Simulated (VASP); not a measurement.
A cell of Se (trig) near equilibrium:

```
CELL_PARAMETERS angstrom
      2.23850    -3.87719     0.00000
      2.23850     3.87719     0.00000
      0.00000     0.00000     5.05407
ATOMIC_POSITIONS crystal
  Se 0.00000 0.22159 0.66667
  Se 0.77841 0.77841 0.00000
  Se 0.22159 0.00000 0.33333
```

The numbers are results of PBE GGA, VASP's PBE PAW potentials (set 64) (plane waves; VASP), not measurements.

Without a dispersion term in the relaxation, distances and binding between the weakly bound layers, chains or molecules are unreliable, and so is what depends on them.

```
run               ΔE (meV/atom)    σxx    σyy    σzz  largest shear component, with its sign (GPa)  largest force (eV/Å)  gap (eV)
----------------  -------------  -----  -----  -----  --------------------------------------------  --------------------  --------
as it is                    0.0   0.08   0.08   0.09                                          0.00                 0.001      0.97
after one change           13.9  -1.95  -1.95  -3.45                                          0.00                 0.527      0.92
```
Stress is in GPa, positive when the cell is compressed; gaps are those on the k-mesh, and 0.00 means metallic.

### Question
What was changed between the two runs?
(A) atom 1 (Se) moved by -0.025 Å along x
(B) atom 1 (Se) moved by -0.200 Å along y
(C) uniaxial strain of -0.5 % along x
(D) isotropic strain of +2.0 %

### Answer
D, isotropic strain of +2.0 %

The compound is Se in the trig structure.
